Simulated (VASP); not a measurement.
Here is a VASP 6.6.1 calculation.

Contents of POSCAR:

```
ZnGaP
1.0
    4.0159400000      0.0000000000      0.0000000000
   -2.0079700000      3.4779100000      0.0000000000
    0.0000000000      0.0000000000      4.4042000000
Zn Ga P
1 1 1
Direct
    0.0000000000      0.0000000000      0.5000000000
    0.6666700000      0.3333300000      0.0000000000
    0.3333300000      0.6666700000      0.5000000000
```

File INCAR.step1:

```
  PREC = Accurate
  ENCUT = 520
  EDIFF = 1E-5
  ISMEAR = -1
  SIGMA = 0.05
  LREAL = F
  LASPH = T
  NELM = 100
  ALGO = Normal
  ISIF = 2
  LWAVE = T
  LCHARG = F
  GGA = PE
```

INCAR.step2

```
  PREC = Accurate
  ENCUT = 520
  EDIFF = 1E-6
  ISMEAR = -1
  SIGMA = 0.05
  LREAL = F
  LASPH = T
  NELM = 100
  ALGO = Normal
  ISIF = 2
  LWAVE = F
  LCHARG = F
  GGA = PE
  LHFCALC = T
  HFSCREEN = 0.2
  AEXX = 0.25
  PRECFOCK = Fast
  ISTART = 1
```

The input KPOINTS:

```
Automatic mesh
0
Gamma
  4 4 3
```

Potentials or basis: VASP PAW PBE potentials, release 64 (Zn, Ga_d, P).

Command:

```sh
$ cat potpaw_PBE.64/Zn/POTCAR potpaw_PBE.64/Ga_d/POTCAR potpaw_PBE.64/P/POTCAR > POTCAR
$ cp INCAR.step1 INCAR
$ mpirun -np 1 vasp_std > vasp.out
$ cp INCAR.step2 INCAR
$ mpirun -np 1 vasp_std > vasp.out
```

Question: What does it give for the band gap on the k mesh?

Answer: 0.20 eV, indirect (least direct gap 2.21 eV).

Question: What does it give for the pressure?

Answer: 1.2 GPa.

Stress tensor (GPa, compression positive):
```
 1.39 -0.01  0.00
-0.01  1.37  0.00
 0.00  0.00  0.82
```

Caveat: the k mesh is coarse (spacing up to 0.48 Å⁻¹), so the values aren't converged, least of all with exact exchange; the PAW data sets were made with another functional, which shifts forces and pressure a little; an odd mesh through Γ misses points on the zone boundary, where band edges often lie.
